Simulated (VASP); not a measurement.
Given:

```yaml
crystal:
  lattice:
    - [2.72000, 0.00000, 0.00000]
    - [0.00000, 2.72000, 0.00000]
    - [0.00000, 0.00000, 3.71000]
  atoms:
    - { symbol: Fe, position: [0.00000, 0.00000, 0.00000], spin: 3.0 }
    - { symbol: Pt, position: [0.50000, 0.50000, 0.50000] }
```

Method: PBE GGA + U (Dudarev), VASP's PBE PAW potentials (set 64) (plane waves; VASP 6.6.1). Numerical set-up: 400 eV cut-off, 12×12×9 Γ-centred mesh, first-order Methfessel-Paxton smearing of 0.10 eV, potentials Fe Pt, U − J: Fe 2.00 eV.

**Question.** Give the stress tensor in GPa (positive for a compressed cell).

**Answer.** 
```
8.27  0.00  0.00
0.00  8.27  0.00
0.00  0.00  9.02
```
The pressure is its mean diagonal, 8.52 GPa.

The compound is FePt in the L1_0 structure. The cell was not relaxed at this level. The run is one of a series of settings (LDAU = .TRUE., LDAUJ = 0 0, LDAUL = 2 -1, LDAUTYPE = 2, LDAUU = 2.0 0 against the base run), some of them coarse on purpose.
